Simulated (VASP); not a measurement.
OSZICAR of a VASP run on Fe₂Si (space group P-3m1):

**OSZICAR**
```
       N       E                     dE             d eps       ncg     rms          rms(c)
DAV:   1     0.217442224935E+03    0.21744E+03   -0.12190E+04  2240   0.100E+03
DAV:   2    -0.390404162434E+02   -0.25648E+03   -0.23821E+03  2176   0.275E+02
DAV:   3    -0.521326994129E+02   -0.13092E+02   -0.12373E+02  2616   0.794E+01
DAV:   4    -0.524617000837E+02   -0.32900E+00   -0.32800E+00  2704   0.118E+01
DAV:   5    -0.524721807373E+02   -0.10481E-01   -0.10478E-01  2704   0.188E+00    0.371E+01
DAV:   6    -0.525812913018E+02   -0.10911E+00   -0.51104E+01  2736   0.966E+01    0.200E+01
DAV:   7    -0.550064707184E+02   -0.24252E+01   -0.28349E+01  2696   0.108E+02    0.305E+01
DAV:   8    -0.502289983185E+02    0.47775E+01   -0.21318E+01  2704   0.701E+01    0.105E+01
DAV:   9    -0.506985609055E+02   -0.46956E+00   -0.40690E+00  3112   0.348E+01    0.118E+01
DAV:  10    -0.500753075170E+02    0.62325E+00   -0.25716E+00  2968   0.270E+01    0.451E+00
DAV:  11    -0.500009617169E+02    0.74346E-01   -0.20127E-01  2712   0.748E+00    0.226E+00
DAV:  12    -0.499876245047E+02    0.13337E-01   -0.69376E-02  3288   0.397E+00    0.881E-01
DAV:  13    -0.499879673362E+02   -0.34283E-03   -0.13654E-02  2600   0.108E+00    0.396E-01
DAV:  14    -0.499879128067E+02    0.54530E-04   -0.92307E-04  2744   0.451E-01    0.146E-01
DAV:  15    -0.499878635179E+02    0.49289E-04   -0.17774E-04  3040   0.194E-01    0.675E-02
DAV:  16    -0.499878635241E+02   -0.62082E-08   -0.37575E-05  2888   0.755E-02    0.249E-02
DAV:  17    -0.499878651171E+02   -0.15930E-05   -0.91846E-06  2808   0.531E-02    0.120E-02
DAV:  18    -0.499878647171E+02    0.39998E-06   -0.10968E-06  1360   0.188E-02
   1 F= -.49987865E+02 E0= -.49975906E+02  d E =-.239170E-01  mag=     3.9809
```

**Question.** Which electronic solver shows in the log?

**Answer.** It is blocked Davidson (ALGO = Normal, or the opening steps of other solvers). The INCAR had ALGO = Normal.

**Question.** How was spin treated?

**Answer.** Collinear spin (ISPIN = 2): the summary line carries one mag value, 3.98 μB in the cell.

**Question.** Can the final energy be trusted as converged?

**Answer.** The calculation finished and met its thresholds. It stopped with EDIFF = 1E-6, NELM = 100 (PBEsol GGA, plane waves, VASP's PBE PAW potentials (set 64)).  The run has a spin-polarised start.

The structure comes from a computed database's Fe2Si entry; how it stands against other phases isn't given here. The cell was not relaxed at this level, and its volume differs by -5.9 % from the start's. The k-mesh is coarse (spacing up to 0.38 per Å, 2π included), so the numbers may not be converged in it.
